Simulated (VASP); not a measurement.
Data:

```
Ru2W
1.0
   -1.72274     1.72274     4.21648
    1.72274    -1.72274     4.21648
    1.72274     1.72274    -4.21648
W Ru
1 2
Direct
  0.00000   0.00000   0.00000
  0.33530   0.33530   0.00000
  0.66470   0.66470   0.00000
```

These are PBE GGA, VASP's PBE PAW potentials (set 64) (plane waves; VASP) values and carry that method's errors. Run with 300 eV cut-off, 7×7×7 Γ-centred mesh, Gaussian smearing of 0.10 eV, potentials W_sv Ru_pv.

At this cut-off the stress carries a Pulay error, which pulls relaxed volumes low. Energy and stress use the plane-wave basis of the starting cell.

Question: The ions, cell shape and volume are relaxed. Predict the relaxed structure.

Answer: 
```
Ru2W
1.0
   -1.56933     1.56933     4.60121
    1.56933    -1.56933     4.60121
    1.56933     1.56933    -4.60121
W Ru
1 2
Direct
  0.00000   0.00000   0.00000
  0.34833   0.34833   0.00000
  0.65167   0.65167   0.00000
```
Space group I4/mmm (139), at a tolerance of 0.03 Å.

Question: How do energy and volume change from the first to the last step?

Answer: The energy (σ→0) changes by -224.0 meV/atom and the volume by -9.4 %, in 20 ionic steps.

The structure was generated: Ru2W was put into an ordered model structure, which need not be its known phase. This run relaxes it. Symmetry was kept, so distortions that lower it aren't found. The k-mesh is coarse (spacing up to 0.40 per Å, 2π included), so the numbers may not be converged in it. The run is one of a series of settings (EDIFFG = -0.01, IBRION = 2, ISIF = 3, NSW = 50 against the base run), some of them coarse on purpose.
